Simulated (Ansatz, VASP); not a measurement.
## Hf2CF2 in two plane-wave programs

One calculation is typed for both programs; each brings its own data sets. How far apart do they land? The cell is taken from a series of runs on this material, whose earlier steps may have relaxed, scaled, displaced or heated it; both programs get it as it stands.

Program: Ansatz 0.2.0. Level of theory: plane waves, with VASP 6.6.1 beside it; single point at PBEsol. Results are calculated unless marked as measured.

## 1. The starting structure

The cell holds 10 atoms: 2 C, 4 Hf and 4 F. Cell: a = 3.234 Å, b = 5.602 Å, c = 33.200 Å, α = 90.0°, β = 90.0°, γ = 90.0°. It derives from Hf2CF2. Vacuum lies along c.

## 2. Ansatz: single point, PBEsol

Ansatz runs on its default PAW (the set named soft_2) files.

A single point gives forces, pressure and levels at one fixed geometry, so differences don't come from the geometry; what else differs is listed under the comparison.

Contents of input.yaml:

```yaml
crystal:
  lattice:
    - [3.2340904496, 0.0, 0.0]
    - [0.0, 5.601608975, 0.0]
    - [0.0, 0.0, 33.2]
  atoms:
    - { symbol: C, position: [0.5, 0.5, 0.3012048193] }
    - { symbol: C, position: [0.0, 0.0, 0.3012048193] }
    - { symbol: Hf, position: [1.0, 0.3506855381, 0.3376000919] }
    - { symbol: Hf, position: [0.5, 0.8159811286, 0.3369344145] }
    - { symbol: Hf, position: [0.5, 0.1840188714, 0.2654752241] }
    - { symbol: Hf, position: [1.0, 0.6493144619, 0.2648095466] }
    - { symbol: F, position: [0.5, 0.1470891494, 0.3747516007] }
    - { symbol: F, position: [1.0, 0.6862441839, 0.3799941074] }
    - { symbol: F, position: [1.0, 0.3137558161, 0.2224155312] }
    - { symbol: F, position: [0.5, 0.8529108506, 0.2276580378] }
  periodic: [true, true, false]
kpoints:
  mp_grid: { grid: [12, 6, 1] }
hamiltonian:
  xc: pbesol
scf:
  occupations: { method: methfessel_paxton, width: 0.15 }
output:
  forces: true
  stress: true
  eigenvalues: true
```

The run is started by

```console
$ ansatz run input.yaml --threads 8 --pin off --max-ram 14336MiB --backend cpu --events-out ev --progress --plain --runs-dir out
```

Numbers of over 12 decimals in the logs are rounded to 6 here.

The log of the run:

```text
Warning: crystal.periodic: the lattice vector that does not repeat stood 0.000° off the slab's normal, 33.200 Å along it as the deck builds it. The run solves the slab on a vector along the normal, 34.263 Å long, with every atom where it was (on the deck's vector they left 27.97 Å outside them, and the widest stretch free of ions among them is 1.23 Å). A fractional position that the run reports is one of the run's ce [...]
crystal.periodic: the lattice vector that does not repeat stood 0.000° off the slab's normal, 33.200 Å along it as the deck builds it. The run solves the slab on a vector along the normal, 34.263 Å long, with every atom where it was (on the deck's vector they left 27.97 Å outside them, and the widest stretch free of ions among them is 1.23 Å). A fractional position that the run reports is one of the run's cell, which [...]
Engine: ansatz 0.2.0, aarch64-unknown-linux-gnu
Pseudopotentials: kind: paw
Pseudopotential: C, paw, valence charge 4, recommended cutoff 420 eV (normal), C.paw.azcp
Pseudopotential: Hf, paw, valence charge 26, recommended cutoff 420 eV (normal), Hf.paw.azcp
Pseudopotential: F, paw, valence charge 7, recommended cutoff 420 eV (normal), F.paw.azcp
Functional definition: PBEsol
  exchange = pbesol_x
  correlation = pbesol_c
Crystal: 10 atoms, lattice volume = 620.716 Å³
Basis set: ecut = 420 eV, 12179 PW (Γ), exchange–correlation on 48×80×480 points (8 copies of the dense FFT grid, shifted against one another)
Bands: 84, of which v1, the nominal top of the filled ones, is band 70 counted from 1 (69 counted from 0)
Symmetry: 4 space group operations
Space group: P2/m (ITA 10), of the structure as read, at distance tolerance 8.5e-5 Å
k-points: 28 of 72
Non-local potential: C, projectors of the file, l = 0: 2, l = 1: 2, l = 2: 1
Non-local potential: Hf, projectors of the file, l = 0: 3, l = 1: 2, l = 2: 2, l = 3: 3
Non-local potential: F, projectors of the file, l = 0: 2, l = 1: 2, l = 2: 1
PAW form: soft (Blöchl's): semilocal exchange-correlation on the pseudo side does not see the compensation charge
PAW frozen core: C, regenerated for the run's functional, and the local potential with it (the file was generated under x = pbe(κ = 0.804, μ = 0.219515), c = pbe(β = 0.066725))
PAW frozen core: Hf, regenerated for the run's functional, and the local potential with it (the file was generated under x = pbe(κ = 0.804, μ = 0.219515), c = pbe(β = 0.066725))
PAW frozen core: F, regenerated for the run's functional, and the local potential with it (the file was generated under x = pbe(κ = 0.804, μ = 0.219515), c = pbe(β = 0.066725))
PAW one-centre angular grid: C, 110 points (default); XC on 64 Gauss nodes
PAW one-centre angular grid: Hf, 590 points (default); XC on 64 Gauss nodes
PAW one-centre angular grid: F, 110 points (default); XC on 64 Gauss nodes
Initial density: superposition of atomic densities (neutral atoms: chi_scale 0, normalization atom), corrected by the library's trained network
Initial wavefunctions: pseudopotential atomic-orbital guess
Functional: x = pbesol(κ = 0.804, μ = 0.123457), c = pbesol(β = 0.046)
SCF iter   1: F=—  HF=-66097.898822 eV  |F-HF|=—  |Δ(HF+E_count)|=         —  Δρ=4.10e-3  dr2=7.22e-2  ethr=1.77e-3  ⟨swp⟩=9.5  Hψ=12589  notcnv=0
preconditioner: auto → LDOS  [insulator: Δε(μ)=0.169 eV  Ē_g=17.699 eV  σ=0.150 eV  W_gap=0.64  n_scr=78 (ndim 8)  ℏωp=17.1 eV  f_vac=0.786  D(μ)=1.80/eV (n_scr^D=6)  ε∞_Penn≈1.9  β→1.0]
SCF iter   2: F=—  HF=-66097.909585 eV  |F-HF|=—  |Δ(HF+E_count)|=   1.08e-2  S|Δr|=    0.00e0  Δρ=3.75e-3  dr2=5.91e-2  ethr=5.16e-5  ⟨swp⟩=4.0  Hψ=7448  notcnv=0  defer=206
SCF iter   3: F=—  HF=-66097.894783 eV  |F-HF|=—  |Δ(HF+E_count)|=   1.48e-2  S|Δr|=    0.00e0  Δρ=8.71e-4  dr2=2.91e-3  ethr=4.22e-5  ⟨swp⟩=2.9  Hψ=3958  notcnv=0  defer=206
SCF iter   4: F=—  HF=-66097.894057 eV  |F-HF|=—  |Δ(HF+E_count)|=   7.26e-4  S|Δr|=    0.00e0  Δρ=1.31e-4  dr2=1.05e-4  ethr=2.08e-6  ⟨swp⟩=4.1  Hψ=6033  notcnv=0  defer=206
SCF iter   5: F=—  HF=-66097.894038 eV  |F-HF|=—  |Δ(HF+E_count)|=   1.92e-5  S|Δr|=    0.00e0  Δρ=4.68e-5  dr2=7.46e-6  ethr=7.51e-8  ⟨swp⟩=3.8  Hψ=6087  notcnv=0  defer=206
SCF iter   6: F=—  HF=-66097.893976 eV  |F-HF|=—  |Δ(HF+E_count)|=   6.22e-5  S|Δr|=    0.00e0  Δρ=1.53e-5  dr2=1.05e-6  ethr=5.33e-9  ⟨swp⟩=3.2  Hψ=5923  notcnv=0  defer=79
SCF iter   7: F=—  HF=-66097.893978 eV  |F-HF|=—  |Δ(HF+E_count)|=   1.92e-6  S|Δr|=    0.00e0  Δρ=5.42e-6  dr2=1.05e-7  ethr=7.47e-10  ⟨swp⟩=3.1  Hψ=5309  notcnv=0  defer=79
SCF iter   8: F=-66097.893979 eV  HF=-66097.893979 eV  |F-HF|=1.72e-7  |Δ(HF+E_count)|=   6.31e-7  S|Δr|=    0.00e0  Δρ=1.85e-6  dr2=1.24e-8  ethr=7.14e-11  ⟨swp⟩=20.4  Hψ=16784  notcnv=0
SCF 1 converged in 8 iterations: F = -66097.893979 eV  dr2 = 1.24e-8
  greatest PAW one-centre occupation: 0.998 electrons in one spin orbital (limit 2), on the Hf atom at site 5 (counted from 0), in its partial waves of l = 3
SCF converged after 8 iterations
Stability not checked: this state was not tested for a lower state beside it, because cold or Methfessel-Paxton smearing, or corrected tetrahedra, fill the levels in a way that the test cannot read (fill_not_monotonic; see scf.lower_state_search)
Free energy (F): -66097.893979 eV
Harris-Foulkes:  -66097.893979 eV  (|F-HF|=1.72e-7)
Internal energy: -66097.892603 eV  (E = F + TS)
E sigma→0 (E₀):  -66097.893635 eV
Entropy (-TS):   -0.001376 eV (-0.138 meV/atom)
Fermi energy:    -3.780011 eV
--- Per-component energies (eV) ---
  E_band       = -2957.763227
  E_kinetic    = 2708.063241
  E_local      = -682035.817887  (includes V_loc(G=0)·N_el)
  E_nonlocal   = -4603.803129
  E_hartree    = 338581.671466
  E_xc         = -1605.238277
  E_vxc        = -1594.580752  (∫ρ·V_xc dr)
  E_paw        = -28192.981409  (= ΣΔE_a)
  E_vpaw       = 5405.019545  (= ΣTr[D̂ρ^β])
  E_aug_tail   = 0.008116  (compensation charges beyond the density's cutoff)
  E_ewald      = 309044.988938
  E_core_change = 5.216338  (= ΣΔE_core)
  E_smearing   = -0.001376  (= −TS)
  E_closure    = 0.000000  (closes the sum)
  Σ components = -66097.893979   (vs F -66097.893979, Δ=0.00e0)
--- Forces (eV/Å), atoms counted from 1 ---
  atom   1  C      0.00000000     0.00000000     0.00000000
  atom   2  C      0.00000000     0.00000000     0.00000000
  atom   3  Hf     0.00000000    -1.50037515     0.47166899
  atom   4  Hf     0.00000000     1.59012209     0.43019854
  atom   5  Hf     0.00000000    -1.59012209    -0.43019854
  atom   6  Hf     0.00000000     1.50037515    -0.47166899
  atom   7  F      0.00000000     0.43038054     0.13403308
  atom   8  F      0.00000000    -0.18971469    -0.41727711
  atom   9  F      0.00000000     0.18971469     0.41727711
  atom  10  F      0.00000000    -0.43038054    -0.13403308
  max |Σ_I F_I| component: 1.11e-16 eV/Å
--- 2D stress c σ (N/m, compression-positive) ---
       -0.332371      -0.000000      -0.000000
       -0.000000       1.686255       0.000000
        0.000000       0.000000       0.000000
  P = ½ c Tr σ = 0.6769 N/m
--- Band table (eV; the first three rows and the last of 28) ---
  k-point 0: bands = [... 66 lower, -7.0259, -6.6558, -6.1816, -3.4759, -3.3300, -3.2059, -2.3478, -2.1951, ... 10 higher]
  k-point 1: bands = [... 66 lower, -7.2779, -6.6469, -6.0553, -3.7301, -3.3297, -3.1418, -2.1023, -2.0554, ... 10 higher]
  k-point 2: bands = [... 66 lower, -7.5775, -6.6274, -5.7041, -4.4162, -2.9910, -2.9407, -2.0250, -1.8838, ... 10 higher]
  k-point 27: bands = [... 66 lower, -7.1905, -7.0415, -6.2152, -6.0092, -1.7809, -0.9134, -0.8693, -0.1135, ... 10 higher]
  ° read free of the cell's end (the report's vacuum.weakly_bound_levels)
```

Reading the cycles: dr2 is the Hartree energy of the density residual (eV), the measure of convergence; HF is the Harris–Foulkes estimate of the energy, which meets the free energy F at convergence.

## 3. VASP: single point, PBEsol

The same cell, functional, mesh and smearing now go to VASP, with its own data sets.

Lines of VASP's logs that name or quote its potential files are left out, and so is its time.

Contents of INCAR:

```
SYSTEM = Hf2CF2
PREC = Accurate
ENCUT = 520
EDIFF = 1E-06
NELM = 120
ISMEAR = 1
SIGMA = 0.15
LREAL = .FALSE.
ALGO = Normal
GGA = PS
NBANDS = 48
LASPH = .TRUE.
LORBIT = 11
LWAVE = .FALSE.
LCHARG = .FALSE.
ISIF = 2
LDIPOL = .TRUE.
IDIPOL = 3
DIPOL = 0.5 0.5 0.301
LVHAR = .TRUE.
GGA_COMPAT = .FALSE.
NELMDL = -8
KPAR = 2
```

Contents of POSCAR:

```
Hf2CF2
1.0
    3.2340904496      0.0000000000      0.0000000000
    0.0000000000      5.6016089750      0.0000000000
    0.0000000000      0.0000000000     33.2000000000
C Hf F
2 4 4
Direct
    0.5000000000      0.5000000000      0.3012048193
    0.0000000000      0.0000000000      0.3012048193
    0.0000000000      0.3506855381      0.3376000919
    0.5000000000      0.8159811286      0.3369344145
    0.5000000000      0.1840188714      0.2654752241
    0.0000000000      0.6493144619      0.2648095466
    0.5000000000      0.1470891494      0.3747516008
    0.0000000000      0.6862441839      0.3799941074
    0.0000000000      0.3137558161      0.2224155312
    0.5000000000      0.8529108506      0.2276580378
```

Contents of KPOINTS:

```
Automatic mesh
0
Gamma
12 6 1
0 0 0
```

Potentials, in the order of the species: C, Hf_pv and F (PBE family, release 64).

The run is started by

```console
$ mpirun -np 2 vasp_std
```

The log of the run:

```text
[banner, memory and clock lines left out]
running    2 mpi-ranks, on    1 nodes
 distrk:  each k-point on    1 cores,    2 groups
 distr:  one band on    1 cores,    1 groups

 POSCAR found type information on POSCAR C HfF
 POSCAR found :  3 types and      10 ions
|                                                                             |
|               ----> ADVICE to this user running VASP <----                  |
|                                                                             |
|     You enforced a specific xc type in the INCAR file but a different       |
|     [... a line on the potential file left out ...]
|     I HOPE YOU KNOW WHAT YOU ARE DOING!                                     |
|                                                                             |

 LDA part: xc-table for (Slater+PW92), standard interpolation
 POSCAR, INCAR and KPOINTS ok, starting setup
 FFT: planning ... GRIDC
 FFT: planning ... GRID_SOFT
 FFT: planning ... GRID
 WAVECAR not read
 entering main loop
       N       E                     dE             d eps       ncg     rms          rms(c)
DAV:   1     0.621947484077E+03    0.62195E+03   -0.36953E+04  3368   0.125E+03
DAV:   2    -0.242333741561E+02   -0.64618E+03   -0.63511E+03  3744   0.314E+02
DAV:   3    -0.102233469592E+03   -0.78000E+02   -0.77276E+02  3136   0.106E+02
DAV:   4    -0.104625406465E+03   -0.23919E+01   -0.23810E+01  3408   0.202E+01
DAV:   5    -0.104683265089E+03   -0.57859E-01   -0.57787E-01  3376   0.295E+00
DAV:   6    -0.104685716641E+03   -0.24516E-02   -0.24509E-02  3480   0.606E-01
DAV:   7    -0.104685828783E+03   -0.11214E-03   -0.11212E-03  3384   0.118E-01
DAV:   8    -0.104685834827E+03   -0.60432E-05   -0.60429E-05  3352   0.277E-02    0.109E+02
DAV:   9    -0.916585461349E+02    0.13027E+02   -0.57249E+01  2928   0.282E+01    0.723E+01
DAV:  10    -0.917295558460E+02   -0.71010E-01   -0.90890E+00  3512   0.137E+01    0.109E+01
DAV:  11    -0.914262914924E+02    0.30326E+00   -0.24062E+00  3376   0.646E+00    0.411E+00
DAV:  12    -0.914077168068E+02    0.18575E-01   -0.13088E-01  3176   0.173E+00    0.160E+00
DAV:  13    -0.914032841127E+02    0.44327E-02   -0.65541E-02  3392   0.105E+00    0.500E-01
DAV:  14    -0.913990239433E+02    0.42602E-02   -0.10886E-02  3424   0.426E-01    0.233E-01
[...]
DAV:  21    -0.914008038028E+02   -0.35312E-03   -0.76875E-06  3024   0.944E-03    0.746E-03
DAV:  22    -0.914010167285E+02   -0.21293E-03   -0.44543E-06  2904   0.592E-03    0.680E-03
DAV:  23    -0.914011542021E+02   -0.13747E-03   -0.42689E-06  2760   0.538E-03    0.542E-03
DAV:  24    -0.914011849613E+02   -0.30759E-04   -0.68280E-07  2448   0.281E-03    0.123E-03
DAV:  25    -0.914012033025E+02   -0.18341E-04   -0.49820E-07  2368   0.181E-03    0.131E-03
DAV:  26    -0.914012066899E+02   -0.33874E-05   -0.76629E-08  2048   0.103E-03    0.779E-04
DAV:  27    -0.914012116864E+02   -0.49965E-05   -0.17499E-07  2240   0.102E-03    0.214E-04
DAV:  28    -0.914012122911E+02   -0.60466E-06   -0.30335E-08  2016   0.546E-04
   1 F= -.91401212E+02 E0= -.91400657E+02  d E =-.166645E-02
```

(Part 1 of 2 ends here.)

[Lines on the potential files, build, host, timing and source positions are cut from VASP's logs without a mark.]

[Logs are printed without paths, hosts, clocks, repeated set-up lines and the standing remarks that a program may print on its own settings, such as how far it seeks lower states.]

[Hosts, paths, dates, database ids (printed as entryN), source tags and the programs' standing remarks are cut or masked in the printed files.]
